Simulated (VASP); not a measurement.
LiZr4N3, 16 atoms in the cell. Symmetry: P6_3/mmc, No. 194, hexagonal system. The conventional cell has a = 3.243 Å, b = 3.243 Å, c = 26.440 Å, α = 90.00°, β = 90.00°, γ = 120.00°. Around Li (site symmetry -6m2) lie 6 Li at 3.24 Å and 6 Zr at 3.27 Å. Zr (site symmetry 3m) has 3 N at 2.26 Å as nearest neighbours. Zr (site symmetry 3m) is surrounded by 6 N at 2.28 to 2.32 Å. N (site symmetry 3m) has 6 Zr at 2.26 to 2.28 Å as nearest neighbours. N (site symmetry -3m) has 6 Zr at 2.32 Å as nearest neighbours. The cell was built by a generator and needn't be a form met in nature.

```yaml
Program: VASP 6.6.1
Task: density of states
Functional: PBE
Potentials_or_basis: VASP PAW PBE potentials, release 64 (Li_sv, Zr_sv, N)
Cutoff: 520 eV
k_mesh: 10 × 10 × 2
Occupations: gaussian, width 0.1 eV
Spin: no spin polarisation
k_mesh_for_the_DOS: 15 × 15 × 3
Occupations_for_the_DOS: tetrahedron
Further_INCAR_settings: ALGO = Normal; EDIFF = 1e-06; NBANDS = 80
```

Potentials or basis: VASP PAW PBE potentials, release 64 (Li_sv, Zr_sv, N).

Launch:

```bash
$ cat potpaw_PBE.64/Li_sv/POTCAR potpaw_PBE.64/Zr_sv/POTCAR potpaw_PBE.64/N/POTCAR > POTCAR
$ cp INCAR.step1 INCAR
$ cp KPOINTS.step1 KPOINTS
$ mpirun -np 8 vasp_std > vasp.out
$ cp INCAR.step2 INCAR
$ cp KPOINTS.step2 KPOINTS
$ mpirun -np 8 vasp_std > vasp.out
```

Hardware: 8 MPI ranks on Intel(R) Xeon(R) Platinum 8488C (Sapphire Rapids), with other jobs on the host.

Q: Estimate the wall time of this run.

A: Wall time 3.5 min on 8 MPI ranks on Intel(R) Xeon(R) Platinum 8488C (Sapphire Rapids), with other jobs on the host, peak memory 0.82 GiB a rank. Counts: scf iterations 10, k points 54.
